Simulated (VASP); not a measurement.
Given:

```yaml
crystal:
  lattice:
    - [3.86541, -2.15049, -0.02771]
    - [3.86541, 2.15049, -0.02771]
    - [2.69434, 0.00000, 3.50817]
  atoms:
    - { symbol: Sb, position: [0.23603, 0.23603, 0.23603] }
    - { symbol: Sb, position: [0.76397, 0.76397, 0.76397] }
```

Level of theory: LDA (Ceperley-Alder, Perdew-Zunger), VASP's LDA PAW potentials (set 64) (plane waves; VASP). Numerical set-up: 520 eV cut-off, 12×12×12 Γ-centred mesh, tetrahedra with Blöchl corrections, potentials Sb.

Unless said otherwise, spin-orbit coupling is left out, though it shifts the bands of the heavy elements here.

### Question
Estimate the energy per atom (σ→0), band gap (on the k-mesh) with the smallest direct gap where there is one.

### Answer

| Property | Result |
|---|---|
| band gap (on the k-mesh) | none (metal, semimetal or under 0.01 eV) |
| energy per atom (σ→0) | -4.814 eV/atom |

Only differences to runs with the same potentials and settings are physical.

The compound is Sb in the a7 structure. It was relaxed first.
